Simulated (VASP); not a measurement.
Given:

```xyz
2
Lattice="2.9458 0.0000 0.0000 0.0000 2.9458 0.0000 0.0000 0.0000 2.9458" Properties=species:S:1:pos:R:3 pbc="T T T"
Ti     0.0000     0.0000     0.0000
Co     1.4729     1.4729     1.4729
```

Method: TPSS meta-GGA, VASP's PBE PAW potentials (set 64) (plane waves; VASP). Run with 520 eV cut-off, 14×14×14 Γ-centred mesh, tetrahedra with Blöchl corrections, potentials Ti_sv Co.

Problem. Give the energies of bands 5 to 13 at the high-symmetry points, in eV from the Fermi level.

Solution. 
| band | Γ | X | M | R |
|---|---|---|---|---|
| 5 | -7.86 | -4.20 | -4.59 | -2.62 |
| 6 | -4.01 | -3.89 | -3.98 | -2.62 |
| 7 | -4.01 | -2.51 | -2.61 | -2.62 |
| 8 | -1.61 | -1.70 | -2.61 | -2.26 |
| 9 | -1.61 | -1.70 | -0.61 | -2.26 |
| 10 | -1.61 | -1.18 | -0.14 | -2.26 |
| 11 | 0.80 | -0.90 | 0.63 | -0.58 |
| 12 | 0.80 | 0.15 | 0.63 | -0.58 |
| 13 | 2.84 | 0.64 | 1.24 | 3.33 |

It has no gap at this level: it comes out as a metal or semimetal.

The compound is TiCo in the CsCl type structure. It was relaxed first. The run is not spin-polarised, so no magnetic state was tried. The electron count is odd and the run is not spin-polarised, which forces a metal.
